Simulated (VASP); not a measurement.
Crystal: NbSi2.

```xyz
9
Lattice="4.8190 0.0000 0.0000 -2.4095 4.1734 0.0000 0.0000 0.0000 6.5920" Properties=species:S:1:pos:R:3 pbc="T T T"
Nb    2.4095    0.0000    3.2960
Nb    1.2047    2.0867    5.4933
Nb   -1.2047    2.0867    1.0987
Si    0.0000    1.3346    3.2960
Si    3.6632    0.6673    5.4933
Si    1.2537    3.5061    1.0987
Si    2.4095    2.8387    3.2960
Si   -1.2537    3.5061    5.4933
Si    1.1558    0.6673    1.0987
```

```yaml
Program: VASP 6.6.1
Task: relaxation of cell and atoms
Functional: PBE
Dispersion: D3(BJ)
Potentials_or_basis: VASP PAW PBE potentials, release 64 (Nb_sv, Si)
Cutoff: 600 eV
k_mesh: 9 × 9 × 6
Occupations: methfessel-paxton, width 0.1 eV
Spin: no spin polarisation
```

At the start: pressure -6.4 GPa; volume 14.73 Å³/atom.

Problem. How do energy, volume and symmetry change on relaxing?

Solution. Over 10 steps the energy falls by 11.6 meV/atom and the volume is 14.20 Å³/atom (-3.6 %); space group P6_222 (No. 180, to 0.05 Å).

The path:
```
step  energy change (eV)  largest force (eV/Å)  pressure (GPa)  volume (Å³)
   1              0.0000                0.0910           -6.35       132.58
   2              0.0851                0.0004           10.38       121.68
   3             -0.1008                0.0604            0.06       127.80
   4             -0.1008                0.0596            0.19       127.71
   5             -0.1036                0.0009            0.07       127.68
   6             -0.1041                0.0152            0.10       127.69
   7             -0.1041                0.0165            0.10       127.69
   8             -0.1042                0.0084           -0.09       127.82
   9             -0.1042                0.0104           -0.06       127.79
  10             -0.1042                0.0025           -0.02       127.76
```

Final structure:
```yaml
crystal:
  lattice:
    - [4.74717, 0.00000, 0.00000]
    - [-2.37358, 4.11117, 0.00000]
    - [0.00000, 0.00000, 6.54649]
  atoms:
    - { symbol: Nb, position: [0.50000, 0.00000, 0.50000] }
    - { symbol: Nb, position: [0.50000, 0.50000, 0.83333] }
    - { symbol: Nb, position: [0.00000, 0.50000, 0.16667] }
    - { symbol: Si, position: [0.15931, 0.31861, 0.50000] }
    - { symbol: Si, position: [0.84069, 0.15931, 0.83333] }
    - { symbol: Si, position: [0.68139, 0.84069, 0.16667] }
    - { symbol: Si, position: [0.84069, 0.68139, 0.50000] }
    - { symbol: Si, position: [0.15931, 0.84069, 0.83333] }
    - { symbol: Si, position: [0.31862, 0.15931, 0.16667] }
```

Caveat: pairwise dispersion overbinds metals, which lowers pressure and volume.
